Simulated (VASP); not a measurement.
VASP ran on this input.

KPOINTS:
```
Automatic mesh
0
Gamma
10 10 10
0 0 0
```

File POSCAR:
```
BeSe
3.6639720
  0.0000000000   0.7071067790   0.7071067790
  0.7071067790   0.0000000000   0.7071067790
  0.7071067790   0.7071067790   0.0000000000
Be Se
1 1
Cart
  0.0000000000   0.0000000000   0.0000000000
  0.3535533895   0.3535533895   0.3535533895
```

INCAR:
```
! general
SYSTEM  = BeSe
PREC    = Accurate
ENCUT   = 520
LREAL   = .False.
LASPH   = .True.

! electronic loop
EDIFF   = 1E-7
NELM    = 100
ALGO    = Normal
LMAXMIX = 4

! smearing
ISMEAR  = -5

! functional
GGA     = 91

! ions
ISIF    = 2

! output
LWAVE   = .False.
LCHARG  = .True.
LORBIT  = 11
NEDOS   = 601
```

POTCAR, in this order: Be Se (PBE.64 set). Program: vasp_std.

Problem. Translate this PW91 calculation to Quantum ESPRESSO's pw.x.

Solution. One equivalent input (not run):
```
&CONTROL
  calculation = 'scf'
  pseudo_dir = './pseudo'
  outdir = './out'
  tprnfor = .true.
  tstress = .true.
/
&SYSTEM
  ibrav = 0
  nat = 2
  ntyp = 2
  ecutwfc = 88
  occupations = 'tetrahedra'
  input_dft = 'pw91'
/
&ELECTRONS
  conv_thr = 7.3e-09
  electron_maxstep = 100
/
ATOMIC_SPECIES
  Be 9.012 Be.upf
  Se 78.971 Se.upf
CELL_PARAMETERS angstrom
     0.0000000    2.5908194    2.5908194
     2.5908194    0.0000000    2.5908194
     2.5908194    2.5908194    0.0000000
ATOMIC_POSITIONS crystal
  Be   0.0000000  0.0000000  0.0000000
  Se   0.2500000  0.2500000  0.2500000
K_POINTS automatic
  10 10 10 0 0 0
```
What does not carry over: the potentials are each code's own (VASP's PAW set, PseudoDojo norm-conserving files in pw.x), so ENCUT and ecutwfc are chosen apart and not converted; conv_thr bounds pw.x's estimated SCF error, while EDIFF bounds the energy change between steps.

The compound is BeSe in the zinc blende structure. It was relaxed first.
